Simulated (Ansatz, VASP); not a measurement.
**SrMgNCl in two plane-wave programs**

Wanted: the spread between two codes on one cell, functional and k mesh. The cell is invented: As first built, before any earlier steps moved the atoms (in the runner's words): Sr for half of the Mg in the Mg2NCl structure of space group R-3m. It may not be a known or stable phase. The cell is taken from a series of runs on this material, whose earlier steps may have relaxed, scaled, displaced or heated it; both programs get it as it stands.

Main program and level: Ansatz 0.2.0; plane waves, with VASP 6.6.1 beside it; relaxation of cell and atoms at PBEsol.

**1. Set-up**

Symmetry: R3m, No. 160, trigonal system. The conventional cell has a = 3.585 Å, b = 3.585 Å, c = 19.440 Å, α = 90.00°, β = 90.00°, γ = 120.00°. Nearest to Mg lie 3 N at 2.34 Å and 3 Cl at 2.98 Å and 3 Sr at 3.01 Å. Nearest to Sr lie 3 N at 2.34 Å and 3 Cl at 2.98 Å and 3 Mg at 3.01 Å. N has 3 Mg at 2.34 Å and 3 Sr at 2.34 Å nearest. Nearest to Cl lie 3 Sr at 2.98 Å and 3 Mg at 2.98 Å. It derives from Mg2NCl. As first built, before any earlier steps moved the atoms (in the runner's words): Sr for half of the Mg in the Mg2NCl structure of space group R-3m. Farther neighbours and most contacts between anions are not listed.

**2. Ansatz: relaxation of cell and atoms, PBEsol**

Ansatz runs on its default PAW (the set named soft_2) files.

The relaxed volume is the usual yardstick between codes: in a stiff, nearly cubic crystal its relative difference is about their pressure difference at one cell divided by the bulk modulus.

Contents of input.yaml:

```yaml
crystal:
  lattice:
    - [1.7926679946, 1.0349973493, 6.4801355287]
    - [-1.7926679946, 1.0349973493, 6.4801355287]
    - [0.0, -2.0699946985, 6.4801355287]
  atoms:
    - { symbol: Mg, position: [0.222815, 0.222815, 0.222815] }
    - { symbol: Sr, position: [0.777185, 0.777185, 0.777185] }
    - { symbol: "N", position: [0.5, 0.5, 0.5] }
    - { symbol: Cl, position: [0.0, 0.0, 0.0] }
kpoints:
  mp_grid: { grid: [8, 8, 8] }
scf:
  occupations: { method: gaussian, width: 0.03 }
hamiltonian:
  xc: pbesol
output:
  forces: true
  stress: true
relax:
  f_tol: 0.02
  max_steps: 60
  cell: {}
```

Started as:

```sh
$ ansatz run input.yaml --threads 2 --pin off --max-ram 4096MiB --backend cpu --events-out ev --progress --plain --runs-dir out
```

Numbers of over 12 decimals in the logs are rounded to 6 here.

Output:

```text
basis.fft_grid_basis auto: the FFT boxes are laid along the combinations [[1, 0, -1], [0, 1, -1], [0, 0, 1]] of the cell's own vectors, 3.585, 3.585 and 6.803 Å long. The dense box has 24×24×48 points. Along the cell's own vectors, as sized, it would have 48×48×48, 4.00 times as many. Of the 6 symmetry operations that the crystal satisfies within crystal.symmetry.tolerance (time reversal apart; of a slab, those that  [...]
Engine: ansatz 0.2.0, aarch64-unknown-linux-gnu
Pseudopotentials: kind: paw
Pseudopotential: Mg, paw, valence charge 10, recommended cutoff 420 eV (normal), Mg.paw.azcp
Pseudopotential: Sr, paw, valence charge 10, recommended cutoff 420 eV (normal), Sr.paw.azcp
Pseudopotential: N, paw, valence charge 5, recommended cutoff 420 eV (normal), N.paw.azcp
Pseudopotential: Cl, paw, valence charge 7, recommended cutoff 420 eV (normal), Cl.paw.azcp
Functional definition: PBEsol
  exchange = pbesol_x
  correlation = pbesol_c
Crystal: 4 atoms, lattice volume = 72.140 Å³
Basis set: ecut = 420 eV, 1401 PW (Γ), FFT grids on a1−a3, a2−a3, a3, exchange–correlation on 48×48×96 points (8 copies of the dense FFT grid, shifted against one another)
Bands: 20, of which v1, the nominal top of the filled ones, is band 16 counted from 1 (15 counted from 0)
Symmetry: 6 space group operations
Space group: R3m (ITA 160), of the structure as read, at distance tolerance 4.2e-5 Å
k-points: 65 of 512 (time reversal used)
Non-local potential: Mg, projectors of the file, l = 0: 3, l = 1: 2, l = 2: 1
Non-local potential: Sr, projectors of the file, l = 0: 3, l = 1: 2, l = 2: 2
Non-local potential: N, projectors of the file, l = 0: 2, l = 1: 2, l = 2: 1
Non-local potential: Cl, projectors of the file, l = 0: 2, l = 1: 2, l = 2: 2
PAW form: soft (Blöchl's): semilocal exchange-correlation on the pseudo side does not see the compensation charge
PAW frozen core: Mg, regenerated for the run's functional, and the local potential with it (the file was generated under x = pbe(κ = 0.804, μ = 0.219515), c = pbe(β = 0.066725))
PAW frozen core: Sr, regenerated for the run's functional, and the local potential with it (the file was generated under x = pbe(κ = 0.804, μ = 0.219515), c = pbe(β = 0.066725))
PAW frozen core: N, regenerated for the run's functional, and the local potential with it (the file was generated under x = pbe(κ = 0.804, μ = 0.219515), c = pbe(β = 0.066725))
PAW frozen core: Cl, regenerated for the run's functional, and the local potential with it (the file was generated under x = pbe(κ = 0.804, μ = 0.219515), c = pbe(β = 0.066725))
PAW one-centre angular grid: Mg, 110 points (default); XC on 64 Gauss nodes
PAW one-centre angular grid: Sr, 110 points (default); XC on 64 Gauss nodes
PAW one-centre angular grid: N, 110 points (default); XC on 64 Gauss nodes
PAW one-centre angular grid: Cl, 110 points (default); XC on 64 Gauss nodes
Initial density: superposition of atomic densities (neutral atoms: chi_scale 0, normalization atom), corrected by the library's trained network
Initial wavefunctions: pseudopotential atomic-orbital guess
Functional: x = pbesol(κ = 0.804, μ = 0.123457), c = pbesol(β = 0.046)
SCF iter   1: F=—  HF=-6848.233608 eV  |F-HF|=—  |Δ(HF+E_count)|=         —  Δρ=7.89e-3  dr2=5.42e-2  ethr=1.77e-3  ⟨swp⟩=7.8  Hψ=7741  notcnv=0
preconditioner: auto → none  [insulator: Δε(μ)=2.505 eV  Ē_g=12.715 eV  σ=0.030 eV  W_gap=1.00  n_scr=16 (ndim 8)  ℏωp=20.5 eV  f_vac=0.000  D(μ)=0.00/eV (n_scr^D=0)  ε∞_Penn≈3.6]
SCF iter   2: F=—  HF=-6848.221112 eV  |F-HF|=—  |Δ(HF+E_count)|=   1.25e-2  Δρ=1.38e-3  dr2=1.61e-3  ethr=1.69e-4  ⟨swp⟩=2.4  Hψ=2689  notcnv=0
SCF iter   3: F=—  HF=-6848.220925 eV  |F-HF|=—  |Δ(HF+E_count)|=   1.87e-4  Δρ=5.12e-4  dr2=2.26e-4  ethr=5.03e-6  ⟨swp⟩=2.0  Hψ=1882  notcnv=0
SCF iter   4: F=—  HF=-6848.220929 eV  |F-HF|=—  |Δ(HF+E_count)|=   3.51e-6  Δρ=2.33e-4  dr2=8.51e-5  ethr=7.06e-7  ⟨swp⟩=2.0  Hψ=1690  notcnv=0
SCF iter   5: F=—  HF=-6848.220911 eV  |F-HF|=—  |Δ(HF+E_count)|=   1.72e-5  Δρ=6.72e-5  dr2=1.61e-6  ethr=2.66e-7  ⟨swp⟩=2.0  Hψ=1690  notcnv=0
SCF iter   6: F=-6848.220913 eV  HF=-6848.220912 eV  |F-HF|=3.28e-8  |Δ(HF+E_count)|=   9.82e-7  Δρ=1.05e-5  dr2=3.76e-8  ethr=3.13e-10  ⟨swp⟩=4.2  Hψ=6404  notcnv=0
SCF 1 converged in 6 iterations: F = -6848.220913 eV  dr2 = 3.76e-8
  greatest PAW one-centre occupation: 1.000 electrons in one spin orbital (limit 2), on the Mg atom at site 0 (counted from 0), in its partial waves of l = 0
[...]
SCF iter   2: F=—  HF=-6848.675157 eV  |F-HF|=—  |Δ(HF+E_count)|=   2.77e-5  Δρ=1.47e-4  dr2=2.54e-5  ethr=3.62e-7  ⟨swp⟩=2.0  Hψ=1690  notcnv=0
SCF iter   3: F=—  HF=-6848.675152 eV  |F-HF|=—  |Δ(HF+E_count)|=   4.19e-6  Δρ=7.68e-5  dr2=6.59e-6  ethr=7.93e-8  ⟨swp⟩=2.0  Hψ=1692  notcnv=0
SCF iter   4: F=—  HF=-6848.675151 eV  |F-HF|=—  |Δ(HF+E_count)|=   1.42e-6  Δρ=2.38e-5  dr2=2.44e-7  ethr=2.06e-8  ⟨swp⟩=2.0  Hψ=1980  notcnv=0
iter 5 did not close the SCF: its close was put off for the readings that it lacked (scf_convergence_deferred on its scf_iter line)
SCF iter   5: F=-6848.675151 eV  HF=-6848.675151 eV  |F-HF|=3.54e-9  |Δ(HF+E_count)|=   4.22e-8  Δρ=5.11e-6  dr2=7.73e-9  ethr=7.62e-10  ⟨swp⟩=2.0  Hψ=2243  notcnv=0
SCF iter   6: F=-6848.675151 eV  HF=-6848.675151 eV  |F-HF|=9.46e-11  |Δ(HF+E_count)|=   4.53e-9  Δρ=1.31e-6  dr2=6.93e-10  ethr=2.42e-11  ⟨swp⟩=2.3  Hψ=4562  notcnv=0
SCF 6 converged in 6 iterations: F = -6848.675151 eV  dr2 = 6.93e-10
relax step   6: F+E_penalty+E_count = -6848.67515109 eV  Δ(F+E_penalty+E_count) = -3.453e-4 eV  max|allowed force component| = 2.848e-2 eV/Å  Δτ_max = 0.0037 Å  P = +0.006 GPa  Ω = 71.507 Å³  energy of the carried Pulay correction = +5.250e-4 eV  (6 SCF iters, dr2 threshold 1.23e-7 eV, accepted)
[...]
relax step   7: F+E_penalty+E_count = -6848.67539335 eV  Δ(F+E_penalty+E_count) = -2.423e-4 eV  max|allowed force component| = 1.173e-2 eV/Å  Δτ_max = 0.0055 Å  P = +0.027 GPa  Ω = 71.440 Å³  energy of the carried Pulay correction = +5.812e-4 eV  (6 SCF iters, dr2 threshold 5.07e-8 eV, accepted)
[...]
relax step   8: F+E_penalty+E_count = -6848.67541037 eV  Δ(F+E_penalty+E_count) = -1.702e-5 eV  max|allowed force component| = 2.190e-3 eV/Å  Δτ_max = 0.0023 Å  P = +0.007 GPa  Ω = 71.448 Å³  energy of the carried Pulay correction = +5.741e-4 eV  (6 SCF iters, dr2 threshold 7.13e-9 eV, accepted)
[...]
relax step   9: F+E_penalty+E_count = -6848.67492842 eV  Δ(F+E_penalty+E_count) = +4.820e-4 eV  max|allowed force component| = 2.262e-3 eV/Å  Δτ_max = 0.0000 Å  P = -0.002 GPa  Ω = 71.448 Å³  stress off target by 1.67e-2 GPa  SCF on the basis re-selected at this cell (its energy is not comparable with the rows above)  (6 SCF iters)
basis re-selected at this cell: Δ(F+E_penalty+E_count) = +4.820e-4 eV, ΔP = -0.008 GPa vs the last step (what re-selecting the basis moved, of the pressure what is left beyond the Pulay correction that the steps carried, after the strain that the cell walked since its last selection, with what the two solves' SCF thresholds leave and, on support functions, any second-order correction that the steps lacked; it is no m [...]
SCF converged after 6 iterations
Free energy (F): -6848.674928 eV
Harris-Foulkes:  -6848.674928 eV  (|F-HF|=3.64e-12)
Internal energy: -6848.674928 eV  (E = F + TS)
E sigma→0 (E₀):  -6848.674928 eV
Fermi energy:    8.606465 eV
--- Per-component energies (eV) ---
  E_band       = -394.534821
  E_kinetic    = 614.831185
  E_local      = -2637.836075  (includes V_loc(G=0)·N_el)
  E_nonlocal   = 373.857719
  E_hartree    = 869.167383
  E_xc         = -368.341461
  E_vxc        = -399.497209  (∫ρ·V_xc dr)
  E_paw        = -3689.449845  (= ΣΔE_a)
  E_vpaw       = -84.225382  (= ΣTr[D̂ρ^β])
  E_aug_tail   = 0.000176  (compensation charges beyond the density's cutoff)
  E_ewald      = -2011.203751
  E_core_change = 0.299741  (= ΣΔE_core)
  E_smearing   = -0.000000  (= −TS)
  E_closure    = 0.000000  (closes the sum)
  Σ components = -6848.674928   (vs F -6848.674928, Δ=0.00e0)
--- Forces (eV/Å), atoms counted from 1 ---
  atom   1  Mg     0.00000000    -0.00000000    -0.00118906
  atom   2  Sr     0.00000000     0.00000000     0.00226308
  atom   3  N      0.00000000     0.00000000     0.00019979
  atom   4  Cl     0.00000000    -0.00000000    -0.00127142
  max |Σ_I F_I| component: 2.39e-6 eV/Å
--- Stress (GPa, compression-positive) ---
       -0.011015       0.000000       0.000000
        0.000000      -0.011015       0.000000
        0.000000       0.000000       0.016660
  P = ⅓ Tr σ = -0.0018 GPa (-0.018 kbar)
--- Relaxed structure (8 steps of the walk, 7 accepted, 1 SCFs on fresh bases) ---
  F+E_penalty+E_count = -6848.67492842 eV   max|allowed force component| = 2.262e-3 eV/Å   (the final SCF, on the basis selected at the relaxed cell)
  cell:  # Å, volume = 71.4483 Å³
    - [1.780943, 1.028228, 6.502809]
    - [-1.780943, 1.028228, 6.502809]
    - [-2.2836613989948164e-19, -2.056456, 6.502809]
  atoms:
    - { symbol: Mg, position: [0.224840, 0.224840, 0.224840] }
    - { symbol: Sr, position: [0.771676, 0.771676, 0.771676] }
    - { symbol: N, position: [0.511050, 0.511050, 0.511050] }
    - { symbol: Cl, position: [-0.00756628, -0.00756628, -0.00756628] }
```

[end of part 1 of 2]

[Lines on the potential files, build, host, timing and source positions are cut from VASP's logs without a mark.]

[Logs are printed without paths, hosts, clocks, repeated set-up lines and the standing remarks that a program may print on its own settings, such as how far it seeks lower states.]

[Hosts, paths, dates, database ids (printed as entryN), source tags and the programs' standing remarks are cut or masked in the printed files.]
